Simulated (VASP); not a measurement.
Energy against volume of GdN (rock salt). Computed with RPBE GGA, VASP's PBE PAW potentials (set 64) (plane waves; VASP 6.6.1). Settings: 520 eV cut-off, 9×9×9 Γ-centred mesh, Gaussian smearing of 0.050 eV, potentials Gd_3 N.

The 4f electrons are frozen in the core of the lanthanide potential, so 4f levels, which can set the real gap, and their magnetism are missing.

```json
[
 {"V (Å³/atom)": "15.319", "E (eV/atom)": "-7.65153"},
 {"V (Å³/atom)": "15.793", "E (eV/atom)": "-7.65851"},
 {"V (Å³/atom)": "16.266", "E (eV/atom)": "-7.65253"},
 {"V (Å³/atom)": "16.740", "E (eV/atom)": "-7.63546"}
]
```

Q: Fit these four points and predict the energy of the run at 14.845 Å³/atom.

A: A cubic in V^(−2/3), the third-order Birch-Murnaghan form, passes through the four points with V0 = 15.80 Å³/atom and B0 = 146 GPa, and gives -7.6293 eV/atom there. The run gave -7.6294 eV/atom, -0.0 meV/atom from the fit; all five points give B0 = 146 GPa.

The compound is GdN in the rock salt structure. It was relaxed first.
